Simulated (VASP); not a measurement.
```
CELL_PARAMETERS angstrom
      3.75236     0.00000     0.00000
      0.00000     3.75236     0.00000
      0.00000     0.00000     3.75236
ATOMIC_POSITIONS crystal
  Sr 0.00000 0.00000 0.00000
  V  0.50000 0.50000 0.50000
  O  0.50000 0.00000 0.50000
  O  0.00000 0.50000 0.50000
  O  0.50000 0.50000 0.00000
```

These are SCAN meta-GGA, VASP's PBE PAW potentials (set 64) (plane waves; VASP) values and carry that method's errors. Numerical set-up: 520 eV cut-off, 8×8×8 Γ-centred mesh, first-order Methfessel-Paxton smearing of 0.10 eV, potentials Sr_sv V_sv O.

**Question.** Give the stress tensor in GPa (positive for a compressed cell).

**Answer.** 
```
14.69   0.00   0.00
 0.00  14.69   0.00
 0.00   0.00  14.69
```
The pressure is its mean diagonal, 14.69 GPa.

The compound is SrVO3 in the cubic perovskite structure. This cell is one point of a volume scan, at 0.94 of the reference volume. The run is not spin-polarised, so no magnetic state was tried. The electron count is odd and the run is not spin-polarised, which forces a metal.
